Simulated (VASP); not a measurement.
Level of theory: PBE GGA with D4 dispersion, VASP's PBE PAW potentials (set 64) (plane waves; VASP 6.6.1).

VASP input:

### POSCAR
```
Al3Sc
1
    4.0569639315     0.0000000000     0.0000000000
    0.0000000000     4.0569639315     0.0000000000
    0.0000000000     0.0000000000     4.0569639315
Sc Al
1 3
Direct
  0.0000000000   0.0000000000   0.0000000000
  0.0000000000   0.5000000000   0.5000000000
  0.5000000000   0.0000000000   0.5000000000
  0.5000000000   0.5000000000   0.0000000000
```

### KPOINTS
```
Automatic mesh
0
Gamma
9 9 9
0 0 0
```

**INCAR**
```
# general
SYSTEM  = Al3Sc
PREC    = Accurate
ENCUT   = 520   # plane-wave cut-off (eV)
LREAL   = .FALSE.   # projection in real space or not
LASPH   = .TRUE.

# electronic loop
EDIFF   = 1E-7   # SCF stop (eV)
NELM    = 100   # most electronic steps
ALGO    = Normal
LMAXMIX = 4

# smearing
ISMEAR  = -5   # tetrahedra, Bloechl

# functional
GGA     = PE   # PBE
IVDW    = 13   # D4

# ions
ISIF    = 2   # forces and stress, cell fixed

# output
LWAVE   = .FALSE.
LCHARG  = .TRUE.
LORBIT  = 11
NEDOS   = 601

# other
LEFG    = .TRUE.
```

POTCAR, in this order: Sc_sv Al (PBE.64 set). Program: vasp_std.

What VASP printed:

### OSZICAR
```
       N       E                     dE             d eps       ncg     rms          rms(c)
DAV:   1     0.117724040793E+03    0.11772E+03   -0.84862E+03   980   0.130E+03
DAV:   2    -0.121633013146E+02   -0.12989E+03   -0.12843E+03   986   0.370E+02
DAV:   3    -0.201157630651E+02   -0.79525E+01   -0.76607E+01  1576   0.732E+01
DAV:   4    -0.202512076847E+02   -0.13544E+00   -0.13652E+00  1376   0.999E+00
DAV:   5    -0.202552735157E+02   -0.40658E-02   -0.42153E-02  1448   0.175E+00    0.928E+00
DAV:   6    -0.193435898445E+02    0.91168E+00   -0.45838E+00  1622   0.254E+01    0.335E+00
DAV:   7    -0.192967425302E+02    0.46847E-01   -0.83564E-02  1186   0.254E+00    0.189E+00
DAV:   8    -0.192746511779E+02    0.22091E-01   -0.35381E-02  1434   0.157E+00    0.213E-01
DAV:   9    -0.192741154691E+02    0.53571E-03   -0.30253E-03  1262   0.415E-01    0.838E-02
DAV:  10    -0.192741276047E+02   -0.12136E-04   -0.22143E-04  1506   0.158E-01    0.734E-02
DAV:  11    -0.192741292691E+02   -0.16644E-05   -0.18480E-05  1276   0.335E-02    0.403E-02
DAV:  12    -0.192741582378E+02   -0.28969E-04   -0.40463E-05  1220   0.292E-02    0.611E-03
DAV:  13    -0.192741560221E+02    0.22156E-05   -0.18713E-06  1352   0.116E-02    0.214E-03
DAV:  14    -0.192741541622E+02    0.18599E-05   -0.17363E-07   860   0.354E-03    0.909E-04
DAV:  15    -0.192741546893E+02   -0.52711E-06   -0.39878E-08   670   0.374E-03    0.705E-04
DAV:  16    -0.192741547100E+02   -0.20677E-07   -0.86368E-09   646   0.101E-03
   1 F= -.20677043E+02 E0= -.20677043E+02  d E =0.000000E+00
```

OUTCAR:
```
------------------------ aborting loop because EDIFF is reached ----------------------------------------
  Edisp (eV):   -1.40289
  FORCE on cell =-STRESS in cart. coord.  units (eV):
  Direction    XX          YY          ZZ          XY          YZ          ZX
  --------------------------------------------------------------------------------------
  Total       0.02214     0.02214     0.02214    -0.00000    -0.00000     0.00000
  in kB       0.53112     0.53112     0.53112    -0.00000    -0.00000     0.00000
  external pressure =        0.53 kB  Pullay stress =        0.00 kB
  volume of cell :       66.77
      direct lattice vectors                 reciprocal lattice vectors
     4.056963932  0.000000000  0.000000000     0.246489744  0.000000000  0.000000000
     0.000000000  4.056963932  0.000000000     0.000000000  0.246489744  0.000000000
     0.000000000  0.000000000  4.056963932     0.000000000  0.000000000  0.246489744
 POSITION                                       TOTAL-FORCE (eV/Angst)
 -----------------------------------------------------------------------------------
      0.00000      0.00000      0.00000         0.000000      0.000000      0.000000
      0.00000      2.02848      2.02848         0.000000      0.000000      0.000000
      2.02848      0.00000      2.02848         0.000000      0.000000      0.000000
      2.02848      2.02848      0.00000         0.000000      0.000000      0.000000
 -----------------------------------------------------------------------------------
    total drift:                               -0.000000     -0.000000      0.000000
  FREE ENERGIE OF THE ION-ELECTRON SYSTEM (eV)
  ---------------------------------------------------
  free  energy   TOTEN  =       -20.6770429774 eV

  energy  without entropy=      -20.6770429774  energy(sigma->0) =      -20.67704298

 total charge

# of ion       s       p       d       tot
------------------------------------------
    1        2.188   6.147   1.320   9.656
    2        0.418   0.388   0.000   0.806
    3        0.418   0.388   0.000   0.806
    4        0.418   0.388   0.000   0.806
--------------------------------------------------
tot          3.441   7.312   1.320  12.074

 Electric field gradients after diagonalization (V/A^2)
 (convention: |V_zz| > |V_xx| > |V_yy|)
----------------------------------------------------------------------
 ion       V_xx      V_yy      V_zz     asymmetry (V_yy - V_xx)/ V_zz
----------------------------------------------------------------------
   1       0.000     0.000     0.000      -0.022
   2      -9.955    -9.955    19.910       0.000
   3      -9.955    -9.955    19.910       0.000
   4      -9.955    -9.955    19.910       0.000
```
(Selected blocks of OUTCAR.)

**OUTCAR**
```
 val. band max:        7.5293550702   @ k =   0.4444   0.2222   0.0000

 cond. band min:       7.5019593031   @ k =   0.2222   0.1111   0.0000


 Fermi energy:         7.4547739118

 k-point     1 :       0.0000    0.0000    0.0000
  band No.  band energies     occupation
      1     -41.4060      2.00000
      2     -20.1184      2.00000
      3     -20.1184      2.00000
      4     -20.1184      2.00000
      5      -2.6716      2.00000
      6       4.8341      2.00000
      7       4.8341      2.00000
      8       5.6524      2.00000
      9       5.6524      2.00000
     10       5.6524      2.00000
     11       8.7378      0.00000
     12       8.8037      0.00000
     13       8.8037      0.00000
     14       8.8037      0.00000

 k-point     2 :       0.1111    0.0000    0.0000
  band No.  band energies     occupation
      1     -41.4058      2.00000
      2     -20.1226      2.00000
      3     -20.1181      2.00000
      4     -20.1181      2.00000
      5      -2.5557      2.00000
      6       3.9277      2.00000
      7       4.9235      2.00000
      8       5.6644      2.00000
      9       5.6644      2.00000
     10       6.2531      2.03609
     11       8.7377      0.00000
     12       8.7377      0.00000
     13       8.8408      0.00000
     14       9.2126      0.00000

 k-point     3 :       0.2222    0.0000    0.0000
  band No.  band energies     occupation
      1     -41.4054      2.00000
      2     -20.1334      2.00000
      3     -20.1172      2.00000
      4     -20.1172      2.00000
      5      -2.2126      2.00000
      6       2.6237      2.00000
      7       5.1806      2.00000
      8       5.6917      2.00000
      9       5.6917      2.00000
     10       6.9632      2.27590
     11       8.6112      0.00000
     12       8.6112      0.00000
     13       8.9390      0.00000
     14      10.1086      0.00000

 k-point     4 :       0.3333    0.0000    0.0000
  band No.  band energies     occupation
...
```

For a metal the tetrahedron method with Blöchl corrections gives inexact stress and forces.

The compound is Al3Sc in the L1_2 structure. It was relaxed first.
